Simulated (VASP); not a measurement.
Given:

```
CELL_PARAMETERS angstrom
      0.00000     2.31500     2.31500
      2.31500     0.00000     2.31500
      2.31500     2.31500     0.00000
ATOMIC_POSITIONS crystal
  Na 0.00000 0.00000 0.00000
  F  0.50000 0.50000 0.50000
```

The numbers are results of G0W0 on PBE orbitals, VASP's PBE PAW potentials (set 64) (plane waves; VASP), not measurements. Settings: PREC = Normal, 500 eV cut-off, 6×6×6 Γ-centred mesh, Gaussian smearing of 0.010 eV, potentials Na_sv_GW F_GW_new.

The mesh is coarse and the basis finite, so the quasiparticle values are not converged.

NBANDS = 120, ENCUTGW = 180 eV, NOMEGA = 64. The PBE levels (eV) that the step starts from are:

```json
[
 {"state": "k1 (0.00, 0.00, 0.00), band 5", "KS energy": "-20.72", "filling": "2"},
 {"state": "k1 (0.00, 0.00, 0.00), band 6", "KS energy": "-1.78", "filling": "2"},
 {"state": "k1 (0.00, 0.00, 0.00), band 7", "KS energy": "-1.78", "filling": "2"},
 {"state": "k1 (0.00, 0.00, 0.00), band 8", "KS energy": "-1.78", "filling": "2"},
 {"state": "k1 (0.00, 0.00, 0.00), band 9", "KS energy": "4.55", "filling": "0"},
 {"state": "k1 (0.00, 0.00, 0.00), band 10", "KS energy": "17.22", "filling": "0"},
 {"state": "k1 (0.00, 0.00, 0.00), band 11", "KS energy": "17.22", "filling": "0"},
 {"state": "k1 (0.00, 0.00, 0.00), band 12", "KS energy": "17.22", "filling": "0"},
 {"state": "k9 (-0.17, 0.17, 0.00), band 5", "KS energy": "-20.21", "filling": "2"},
 {"state": "k9 (-0.17, 0.17, 0.00), band 6", "KS energy": "-2.68", "filling": "2"},
 {"state": "k9 (-0.17, 0.17, 0.00), band 7", "KS energy": "-2.04", "filling": "2"},
 {"state": "k9 (-0.17, 0.17, 0.00), band 8", "KS energy": "-1.92", "filling": "2"},
 {"state": "k9 (-0.17, 0.17, 0.00), band 9", "KS energy": "6.73", "filling": "0"},
 {"state": "k9 (-0.17, 0.17, 0.00), band 10", "KS energy": "13.35", "filling": "0"},
 {"state": "k9 (-0.17, 0.17, 0.00), band 11", "KS energy": "16.80", "filling": "0"},
 {"state": "k9 (-0.17, 0.17, 0.00), band 12", "KS energy": "18.76", "filling": "0"},
 {"state": "k14 (0.50, 0.33, 0.17), band 5", "KS energy": "-20.18", "filling": "2"},
 {"state": "k14 (0.50, 0.33, 0.17), band 6", "KS energy": "-2.95", "filling": "2"},
 {"state": "k14 (0.50, 0.33, 0.17), band 7", "KS energy": "-2.31", "filling": "2"},
 {"state": "k14 (0.50, 0.33, 0.17), band 8", "KS energy": "-2.11", "filling": "2"},
 {"state": "k14 (0.50, 0.33, 0.17), band 9", "KS energy": "9.03", "filling": "0"},
 {"state": "k14 (0.50, 0.33, 0.17), band 10", "KS energy": "12.01", "filling": "0"},
 {"state": "k14 (0.50, 0.33, 0.17), band 11", "KS energy": "15.27", "filling": "0"},
 {"state": "k14 (0.50, 0.33, 0.17), band 12", "KS energy": "17.04", "filling": "0"}
]
```

**Question.** Give the quasiparticle energies and renormalisation factors Z.

**Answer.** 
| state | QP energy (eV) | Z |
|---|---|---|
| k1 (0.00, 0.00, 0.00), band 5 | -27.02 | 0.85 |
| k1 (0.00, 0.00, 0.00), band 6 | -4.58 | 0.80 |
| k1 (0.00, 0.00, 0.00), band 7 | -4.58 | 0.80 |
| k1 (0.00, 0.00, 0.00), band 8 | -4.58 | 0.80 |
| k1 (0.00, 0.00, 0.00), band 9 | 6.07 | 0.89 |
| k1 (0.00, 0.00, 0.00), band 10 | 18.78 | 0.88 |
| k1 (0.00, 0.00, 0.00), band 11 | 18.78 | 0.88 |
| k1 (0.00, 0.00, 0.00), band 12 | 18.78 | 0.88 |
| k9 (-0.17, 0.17, 0.00), band 5 | -25.36 | 0.79 |
| k9 (-0.17, 0.17, 0.00), band 6 | -5.64 | 0.80 |
| k9 (-0.17, 0.17, 0.00), band 7 | -4.90 | 0.79 |
| k9 (-0.17, 0.17, 0.00), band 8 | -4.75 | 0.79 |
| k9 (-0.17, 0.17, 0.00), band 9 | 8.45 | 0.88 |
| k9 (-0.17, 0.17, 0.00), band 10 | 14.84 | 0.88 |
| k9 (-0.17, 0.17, 0.00), band 11 | 18.78 | 0.87 |
| k9 (-0.17, 0.17, 0.00), band 12 | 20.33 | 0.88 |
| k14 (0.50, 0.33, 0.17), band 5 | -25.22 | 0.79 |
| k14 (0.50, 0.33, 0.17), band 6 | -5.99 | 0.80 |
| k14 (0.50, 0.33, 0.17), band 7 | -5.22 | 0.79 |
| k14 (0.50, 0.33, 0.17), band 8 | -4.99 | 0.79 |
| k14 (0.50, 0.33, 0.17), band 9 | 10.91 | 0.87 |
| k14 (0.50, 0.33, 0.17), band 10 | 13.54 | 0.87 |
| k14 (0.50, 0.33, 0.17), band 11 | 17.38 | 0.87 |
| k14 (0.50, 0.33, 0.17), band 12 | 19.11 | 0.86 |
On the mesh the gap opens from 6.33 to 10.65 eV.

The compound is NaF in the rock salt structure. The cell was not relaxed at this level.
